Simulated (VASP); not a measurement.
# MgPb2N2 (P-3m1) in VASP: notebook

The runs below take MgPb2N2 through single point, with LDA.

Everything below comes from runs of VASP 6.6.1. Logs are shortened: lines on timing, memory, paths and dates and some standing lists are left out, and cuts for length are marked.

## (1) The structure

The structure is trigonal, space group P-3m1 (No. 164). The conventional cell has a = 3.392 Å, b = 3.392 Å, c = 9.235 Å, α = 90.00°, β = 90.00°, γ = 120.00°. Mg (site symmetry -3m) is surrounded by 6 N at 2.34 Å. Pb (site symmetry 3m) has 3 N at 2.39 Å as nearest neighbours. N (site symmetry 3m) has 3 Mg at 2.34 Å and 3 Pb at 2.39 Å as nearest neighbours.

The cell comes from a database or a generator and needn't be the stable form of this composition.

## (2) Single point, LDA

Contents of INCAR:

```
PREC = Accurate
ENCUT = 520
EDIFF = 1E-7
ISMEAR = 0
SIGMA = 0.05
LREAL = F
LASPH = T
NELM = 80
ALGO = Normal
ISIF = 2
LWAVE = F
LCHARG = T
LELF = T
LVHAR = T
NBANDS = 28
```

Contents of KPOINTS:

```
Automatic mesh
0
Gamma
  9 9 4
```

Contents of POSCAR:

```
MgPb2N2
1.0
    3.3917442120      0.0000000000      0.0000000000
   -1.6958721060      2.9373366507      0.0000000000
    0.0000000000      0.0000000000      9.2349600287
Mg Pb N
1 2 2
Direct
    0.0000000000      0.0000000000      0.0000000000
    0.6666666667      0.3333333333      0.2865500000
    0.3333333333      0.6666666667      0.7134500000
    0.6666666667      0.3333333333      0.8618210000
    0.3333333333      0.6666666667      0.1381790000
```

Potentials or basis: VASP PAW LDA potentials, release 64 (Mg, Pb_d, N).

Command:

```sh
$ cat potpaw_LDA.64/Mg/POTCAR potpaw_LDA.64/Pb_d/POTCAR potpaw_LDA.64/N/POTCAR > POTCAR
$ mpirun -np 1 vasp_std > vasp.out
```

OUTCAR:

```text
PREC = Accurate
   ENCUT = 520
   EDIFF = 1E-7
   ISMEAR = 0
   LREAL = F
   LASPH = T
   NELM = 80
   ISIF = 2

 ion  position               nearest neighbor table
   1  0.000  0.000  0.000-   4 2.34   5 2.34   5 2.34   4 2.34   4 2.34   5 2.34   2 3.29   3 3.29
                             3 3.29   2 3.29   3 3.29   2 3.29
   2  0.667  0.333  0.287-   5 2.39   5 2.39   5 2.39   1 3.29   1 3.29   1 3.29
   3  0.333  0.667  0.713-   4 2.39   4 2.39   4 2.39   1 3.29   1 3.29   1 3.29
   4  0.667  0.333  0.862-   1 2.34   1 2.34   1 2.34   3 2.39   3 2.39   3 2.39
   5  0.333  0.667  0.138-   1 2.34   1 2.34   1 2.34   2 2.39   2 2.39   2 2.39

  LATTYP: Found a hexagonal cell.
 ALAT       =     3.3917442120
 C/A-ratio  =     2.7227760855

  Lattice vectors:

 A1 = (   3.3917442120,   0.0000000000,   0.0000000000)
 A2 = (  -1.6958721060,   2.9373366507,   0.0000000000)
 A3 = (   0.0000000000,   0.0000000000,   9.2349600287)

Analysis of symmetry for initial positions (statically):
=====================================================================
 Subroutine PRICEL returns:
 Original cell was already a primitive cell.

 Routine SETGRP: Setting up the symmetry group for a
 hexagonal supercell.

 Subroutine GETGRP returns: Found 12 space group operations
 (whereof 12 operations were pure point group operations)
 out of a pool of 24 trial point group operations.

The static configuration has the point symmetry D_3d.

Analysis of symmetry for dynamics (positions and initial velocities):
=====================================================================
 Subroutine PRICEL returns:
 Original cell was already a primitive cell.

 Routine SETGRP: Setting up the symmetry group for a
 hexagonal supercell.

 Subroutine GETGRP returns: Found 12 space group operations
 (whereof 12 operations were pure point group operations)
 out of a pool of 24 trial point group operations.

The dynamic configuration has the point symmetry D_3d.

 Subroutine INISYM returns: Found 12 space group operations
 (whereof 12 operations are pure point group operations),
 and found     1 'primitive' translations

----------------------------------------------------------------------------------------

                                     Primitive cell

  volume of cell :      92.0051

  direct lattice vectors                    reciprocal lattice vectors
     3.391744212  0.000000000  0.000000000     0.294833554  0.170222232  0.000000000
    -1.695872106  2.937336651  0.000000000     0.000000000  0.340444463  0.000000000
     0.000000000  0.000000000  9.234960029     0.000000000  0.000000000  0.108284172

  length of vectors
     3.391744212  3.391744212  9.234960029     0.340444463  0.340444463  0.108284172

  position of ions in fractional coordinates (direct lattice)
     0.000000000  0.000000000  0.000000000
     0.666666667  0.333333333  0.286550000
     0.333333333  0.666666667  0.713450000
     0.666666667  0.333333333  0.861821000
     0.333333333  0.666666667  0.138179000

  ion indices of the primitive-cell ions
   primitive index   ion index
                 1           1
                 2           2
                 3           3
                 4           4
                 5           5

----------------------------------------------------------------------------------------

 KPOINTS: Automatic mesh

Automatic generation of k-mesh.
 Grid dimensions read from file:
 generate k-points for:    9    9    4

 Generating k-lattice:

  Cartesian coordinates                     Fractional coordinates (reciprocal lattice)
     0.032759284  0.018913581  0.000000000     0.111111111  0.000000000  0.000000000
     0.000000000  0.037827163  0.000000000     0.000000000  0.111111111  0.000000000
     0.000000000  0.000000000  0.027071043     0.000000000  0.000000000  0.250000000

  Length of vectors
     0.037827163  0.037827163  0.027071043

  Shift w.r.t. Gamma in fractional coordinates (k-lattice)
     0.000000000  0.000000000  0.000000000

 Subroutine IBZKPT returns following result:
 ===========================================

 Found     43 irreducible k-points:

 Following reciprocal coordinates:
            Coordinates               Weight
  0.000000  0.000000  0.000000      1.000000
  0.111111 -0.000000  0.000000      6.000000
  0.222222 -0.000000  0.000000      6.000000
  0.333333 -0.000000  0.000000      6.000000
  0.444444 -0.000000  0.000000      6.000000
  0.111111  0.111111  0.000000      6.000000
[... 16 lines left out ...]
  0.222222  0.111111  0.250000     12.000000
 -0.111111  0.333333  0.250000     12.000000
 [... further k-points ...]
   k-points           NKPTS =     43   k-points in BZ     NKDIM =     43   number of bands    NBANDS=     28
   number of dos      NEDOS =    301   number of ions     NIONS =      5
   total plane-waves  NPLWV =  54880
   dimension x,y,z NGX =    28 NGY =   28 NGZ =   70
   dimension x,y,z NGXF=    56 NGYF=   56 NGZF=  140
   ions per type =               1   2   2
   NGX,Y,Z   is equivalent  to a cutoff of  13.72, 13.72, 12.60 a.u.
   NGXF,Y,Z  is equivalent  to a cutoff of  27.45, 27.45, 25.20 a.u.
 SYSTEM =  unknown system
   PREC   = accura    normal or accurate (medium, high low for compatibility)
   ISTART =      0    job   : 0-new  1-cont  2-samecut
   ICHARG =      2    charge: 1-file 2-atom 10-const
   ISPIN  =      1    spin polarized calculation?
   LNONCOLLINEAR =      F non collinear calculations
   LSORBIT =      F    spin-orbit coupling
   LASPH  =      T    aspherical Exc in radial PAW
   ENCUT  =  520.0 eV  38.22 Ry    6.18 a.u.   6.31  6.31 17.17*2*pi/ulx,y,z
   NELM   =     80;   NELMIN=  2; NELMDL= -5     # of ELM steps
   EDIFF  = 0.1E-06   stopping-criterion for ELM
   LREAL  =      F    real-space projection
   EDIFFG = 0.1E-05   stopping-criterion for IOM
   NSW    =      0    number of steps for IOM
   IBRION =     -1    ionic relax: 0-MD 1-quasi-New 2-CG
   NFREE  =      0    steps in history (QN), initial steepest desc. (CG)
   ISIF   =      2    stress and relaxation
   ISYM   =      2    0-nonsym 1-usesym 2-fastsym
   POTIM  = 0.5000    time-step for ionic-motion
   TEBEG  =    0.0;   TEEND  =   0.0 temperature during run
   PSTRESS=    0.0 pullay stress
   NELECT =      40.0000    total number of electrons
   NUPDOWN=      -1.0000    fix difference up-down
   EMIN   =  10.00;   EMAX   =-10.00  energy-range for DOS
   EFERMI =   0.00;   METHOD = LEGACY
   ISMEAR =     0;   SIGMA  =   0.05  broadening in eV -4-tet -1-fermi 0-gaus
   EFERMI_NEDOS =   21; number of points for ismear=-14 and -15
   IALGO  =     38    algorithm
   IMIX   =      4    mixing-type and parameters
     AMIX     =   0.40;   BMIX     =  1.00
     AMIX_MAG =   1.60;   BMIX_MAG =  1.00
  volume/ion in A,a.u.               =      18.40       124.18
  Fermi-wavevector in a.u.,A,eV,Ry     =   1.240198  2.343634 20.926986  1.538090
  Thomas-Fermi vector in A             =   2.374649
   LORBIT       =      0    0 simple, 1 ext, 2 COOP (PROOUT), +10 PAW based schemes
   GGA     = CA    functional components
   LHFCALC =     F    Hartree Fock is set to
   AEXX    =    0.0000 exact exchange contribution
   IVDW    =     0    specifies the selected vdW correction
   LEPSILON=     F    determine dielectric tensor
   LRPA    =     F    only Hartree local field effects (RPA)
 non-spin polarized calculation
 Gauss-broadening in eV      SIGMA  =   0.05
  energy-cutoff  :      520.00
  volume of cell :       92.01
 maximum number of plane-waves:      2512
 NGX is ok and might be reduce to    28
   NGX = 13   NGY = 13   NGZ = 35

 number of electron      39.9999999 magnetization

 Free energy of the ion-electron system (eV)
  ---------------------------------------------------
  ext. energy  EPLUGINS =         0.00000000
  ---------------------------------------------------
  free energy    TOTEN  =       -28.75614435 eV

  energy without entropy =      -28.75614435  energy(sigma->0) =      -28.75614435

 E-fermi :   5.6780     XC(G=0): -10.4500

 val. band max:        5.4581176333   @ k =   0.0000   0.0000   0.0000
 cond. band min:       6.0713450279   @ k =   0.0000   0.0000   0.0000
 fundamental gap:      0.6132273946
 Fermi energy:         5.6780350158

 k-point     1 :       0.0000    0.0000    0.0000
  band No.  band energies     occupation
      1     -11.0920      2.00000
      2     -11.0920      2.00000
      3     -11.0912      2.00000
      4     -11.0912      2.00000
      5     -11.0686      2.00000
      6     -11.0630      2.00000
[... 20 lines left out ...]
     27      13.2017      0.00000
     28      14.8553      0.00000

 k-point     2 :       0.1111   -0.0000    0.0000
  band No.  band energies     occupation
      1     -11.1293      2.00000
      2     -11.1271      2.00000
      3     -11.0525      2.00000
      4     -11.0517      2.00000
      5     -11.0298      2.00000
      6     -11.0221      2.00000
[... 20 lines left out ...]
     27      13.0741      0.00000
     28      14.8226      0.00000

 k-point     3 :       0.2222   -0.0000    0.0000
  band No.  band energies     occupation
      1     -11.2257      2.00000
      2     -11.2186      2.00000
      3     -10.9833      2.00000
      4     -10.9763      2.00000
      5     -10.9517      2.00000
      6     -10.9509      2.00000
[... 20 lines left out ...]
     27      13.1122      0.00000
     28      14.0079      0.00000

 k-point     4 :       0.3333   -0.0000    0.0000
  band No.  band energies     occupation
      1     -11.3371      2.00000
      2     -11.3291      2.00000
      3     -11.0559      2.00000
      4     -11.0476      2.00000
      5     -10.8647      2.00000
      6     -10.8595      2.00000
[... 20 lines left out ...]
     27      12.8197      0.00000
     28      13.2968      0.00000

 k-point     5 :       0.4444   -0.0000    0.0000
  band No.  band energies     occupation
      1     -11.4059      2.00000
      2     -11.4022      2.00000
      3     -11.0996      2.00000
      4     -11.0904      2.00000
      5     -10.8710      2.00000
      6     -10.8624      2.00000
[... 20 lines left out ...]
     27      12.0691      0.00000
     28      13.6048      0.00000

 k-point     6 :       0.1111    0.1111    0.0000
  band No.  band energies     occupation
      1     -11.1778      2.00000
      2     -11.1714      2.00000
      3     -11.0337      2.00000
      4     -11.0310      2.00000
      5     -10.9464      2.00000
      6     -10.9404      2.00000
[... 463 lines left out ...]
      5     -10.8706      2.00000
      6     -10.8627      2.00000
[... 20 lines left out ...]
     27      11.9842      0.00000
     28      13.6272      0.00000

 k-point    22 :       0.1111    0.1111    0.2500
  band No.  band energies     occupation
      1     -11.1771      2.00000
      2     -11.1720      2.00000
      3     -11.0338      2.00000
      4     -11.0310      2.00000
      5     -10.9464      2.00000
      6     -10.9413      2.00000
[... 20 lines left out ...]
     27      13.3048      0.00000
     28      14.5395      0.00000

 k-point    23 :       0.2222    0.1111    0.2500
  band No.  band energies     occupation
      1     -11.2698      2.00000
      2     -11.2600      2.00000
      3     -11.0214      2.00000
      4     -11.0110      2.00000
      5     -10.9490      2.00000
      6     -10.9423      2.00000
[... 20 lines left out ...]
     27      13.0646      0.00000
     28      13.4984      0.00000

 k-point    24 :      -0.1111    0.3333    0.2500
  band No.  band energies     occupation
      1     -11.2682      2.00000
      2     -11.2616      2.00000
      3     -11.0179      2.00000
      4     -11.0148      2.00000
      5     -10.9473      2.00000
      6     -10.9437      2.00000
[... 20 lines left out ...]
     27      13.1217      0.00000
     28      13.6731      0.00000

 [... further k-points ...]

------------------------ aborting loop because EDIFF is reached ----------------------------------------

  FORCE on cell =-STRESS in cart. coord.  units (eV):
  Direction    XX          YY          ZZ          XY          YZ          ZX
  --------------------------------------------------------------------------------------
  -------------------------------------------------------------------------------------
  Total       -3.8692591     -3.8692591     -3.1829438      0.0000000      0.0000000      0.0000000
  in kB      -67.3793099    -67.3793099    -55.4278099      0.0000000      0.0000000      0.0000000
  external PRESSURE =     -63.3954766 kB  Pullay stress =       0.0000000 kB

 VOLUME and BASIS-vectors are now :
 -----------------------------------------------------------------------------
  energy-cutoff  :      520.00
  volume of cell :       92.01
      direct lattice vectors                 reciprocal lattice vectors
     3.391744212  0.000000000  0.000000000     0.294833554  0.170222232  0.000000000
    -1.695872106  2.937336651  0.000000000     0.000000000  0.340444463  0.000000000
     0.000000000  0.000000000  9.234960029     0.000000000  0.000000000  0.108284172

 POSITION                                       TOTAL-FORCE (eV/Angst)
 -----------------------------------------------------------------------------------
      0.00000      0.00000      0.00000        -0.000000      0.000000     -0.000000
      1.69587      0.97911      2.64628        -0.000000     -0.000000     -0.545978
     -0.00000      1.95822      6.58868         0.000000      0.000000      0.545978
      1.69587      0.97911      7.95888        -0.000000      0.000000     -0.234891
     -0.00000      1.95822      1.27608         0.000000      0.000000      0.234891
 -----------------------------------------------------------------------------------
    total drift:                                0.000000     -0.000000     -0.000000

  FREE ENERGIE OF THE ION-ELECTRON SYSTEM (eV)
  ---------------------------------------------------
  free  energy   TOTEN  =       -28.7561443462 eV

  energy  without entropy=      -28.7561443462  energy(sigma->0) =      -28.75614435
```

Run time: 1.9 min. Hardware: 1 thread of Intel Xeon Platinum 8559C (Emerald Rapids), shared host; peak memory 0.25 GiB.

Results:

* Free energy: -28.7561 eV
* Pressure: -6.3 GPa
* Largest force: 0.546 eV/Å
* Band gap on the k mesh: 0.61 eV, direct

Forces on the atoms (eV/Å):
```
Mg   0.000  0.000  0.000
Pb   0.000  0.000 -0.546
Pb   0.000  0.000  0.546
N    0.000  0.000 -0.235
N    0.000  0.000  0.235
```

Caveat: spin-orbit coupling is left out, which as a rule narrows the gap of such compounds by several tenths of an eV; an odd mesh through Γ misses points on the zone boundary, where band edges often lie.

## (3) Single point, LDA

Contents of INCAR:

```
PREC = Accurate ; ENCUT = 520
EDIFF = 1E-7 ; ISMEAR = 0
SIGMA = 0.05 ; LREAL = False
LASPH = True ; NELM = 60
ALGO = Fast ; ISIF = 2
LWAVE = False ; LCHARG = False
NBANDS = 28
```

Contents of KPOINTS:

```
regular mesh
0
Gamma
  12 12 4
```

POSCAR is that of step 2.

Potentials or basis: VASP PAW LDA potentials, release 64 (Mg, Pb_d, N).

Command:

```sh
$ cat potpaw_LDA.64/Mg/POTCAR potpaw_LDA.64/Pb_d/POTCAR potpaw_LDA.64/N/POTCAR > POTCAR
$ mpirun -np 1 vasp_std > vasp.out
```

OUTCAR:

```text
PREC = Accurate
   ENCUT = 520
   EDIFF = 1E-7
   ISMEAR = 0
   LREAL = False
   LASPH = True
   NELM = 60
   ISIF = 2

 ion  position               nearest neighbor table
   1  0.000  0.000  0.000-   4 2.34   5 2.34   5 2.34   4 2.34   4 2.34   5 2.34   2 3.29   3 3.29
                             3 3.29   2 3.29   3 3.29   2 3.29
   2  0.667  0.333  0.287-   5 2.39   5 2.39   5 2.39   1 3.29   1 3.29   1 3.29
   3  0.333  0.667  0.713-   4 2.39   4 2.39   4 2.39   1 3.29   1 3.29   1 3.29
   4  0.667  0.333  0.862-   1 2.34   1 2.34   1 2.34   3 2.39   3 2.39   3 2.39
   5  0.333  0.667  0.138-   1 2.34   1 2.34   1 2.34   2 2.39   2 2.39   2 2.39
[... 952 lines left out ...]
  -------------------------------------------------------------------------------------
  Total       -3.8686998     -3.8686998     -3.1775992      0.0000000     -0.0000000      0.0000000
  in kB      -67.3695705    -67.3695705    -55.3347394      0.0000000     -0.0000000      0.0000000
  external PRESSURE =     -63.3579601 kB  Pullay stress =       0.0000000 kB

 VOLUME and BASIS-vectors are now :
 -----------------------------------------------------------------------------
  energy-cutoff  :      520.00
  volume of cell :       92.01
      direct lattice vectors                 reciprocal lattice vectors
     3.391744212  0.000000000  0.000000000     0.294833554  0.170222232  0.000000000
    -1.695872106  2.937336651  0.000000000     0.000000000  0.340444463  0.000000000
     0.000000000  0.000000000  9.234960029     0.000000000  0.000000000  0.108284172

 POSITION                                       TOTAL-FORCE (eV/Angst)
 -----------------------------------------------------------------------------------
      0.00000      0.00000      0.00000         0.000000      0.000000      0.000000
      1.69587      0.97911      2.64628        -0.000000      0.000000     -0.545099
     -0.00000      1.95822      6.58868         0.000000      0.000000      0.545099
      1.69587      0.97911      7.95888        -0.000000     -0.000000     -0.234463
     -0.00000      1.95822      1.27608         0.000000      0.000000      0.234463
 -----------------------------------------------------------------------------------
    total drift:                                0.000000     -0.000000      0.000000

  FREE ENERGIE OF THE ION-ELECTRON SYSTEM (eV)
  ---------------------------------------------------
  free  energy   TOTEN  =       -28.7567255440 eV

  energy  without entropy=      -28.7567255440  energy(sigma->0) =      -28.75672554
```

stdout:

```text
POSCAR found type information on POSCAR MgPbN
 POSCAR found :  3 types and       5 ions
 scaLAPACK will be used
 LDA part: xc-table for (Slater(with rela. corr.)+CA(PZ))
 , standard interpolation
 POSCAR, INCAR and KPOINTS ok, starting setup
 FFT: planning ... GRIDC
 FFT: planning ... GRID_SOFT
 FFT: planning ... GRID
 WAVECAR not read
 entering main loop
```

Run time: 3.2 min. Hardware: 1 thread of Intel Xeon Platinum 8559C (Emerald Rapids), shared host; peak memory 0.3 GiB.

Results:

- Free energy: -28.7567 eV
- Pressure: -6.3 GPa
- Largest force: 0.545 eV/Å
- Band gap on the k mesh: 0.61 eV, direct

Forces in eV/Å, atoms in the order of the input:
```
Mg   0.000  0.000  0.000
Pb   0.000  0.000 -0.545
Pb   0.000  0.000  0.545
N    0.000  0.000 -0.234
N    0.000  0.000  0.234
```

Levels at points of the mesh, in eV from the valence-band top:
```tsv
k point	band 16	band 17	band 18	band 19	band 20	band 21	band 22	band 23	band 24	band 25
(0.00, 0.00, 0.00)	-0.97	-0.97	-0.65	-0.65	0.00	0.61	2.72	7.04	7.64	7.64
(0.50, 0.00, 0.00)	-3.27	-2.45	-2.04	-1.58	-1.26	0.90	1.47	3.94	4.74	5.75
(0.00, 0.00, 0.50)	-1.20	-0.97	-0.97	-0.65	-0.65	1.66	2.51	6.97	7.50	7.50
(0.50, 0.00, 0.50)	-3.50	-2.45	-2.03	-1.60	-1.33	0.64	2.06	3.31	5.66	6.01
```

Caveat: spin-orbit coupling is left out, which as a rule narrows the gap of such compounds by several tenths of an eV.
